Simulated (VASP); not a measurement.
```xyz
2
Lattice="0.0000 2.3313 2.3313 2.3313 0.0000 2.3313 2.3313 2.3313 0.0000" Properties=species:S:1:pos:R:3 pbc="T T T"
Ga     0.0000     0.0000     0.0000
N      1.1657     1.1657     1.1657
```

Calculation: revPBE GGA, VASP's PBE PAW potentials (set 64) (plane waves; VASP). Numerical set-up: 520 eV cut-off, 10×10×10 Γ-centred mesh, Gaussian smearing of 0.050 eV, potentials Ga_d N.

Give the stress tensor in GPa (positive for a compressed cell).

```
-8.22   0.00   0.00
 0.00  -8.22   0.00
 0.00   0.00  -8.22
```
The pressure is its mean diagonal, -8.22 GPa.

The compound is GaN in the zinc blende structure, a metastable form; wurtzite is the usual one. This cell is one point of a volume scan, at 1.06 of the reference volume.
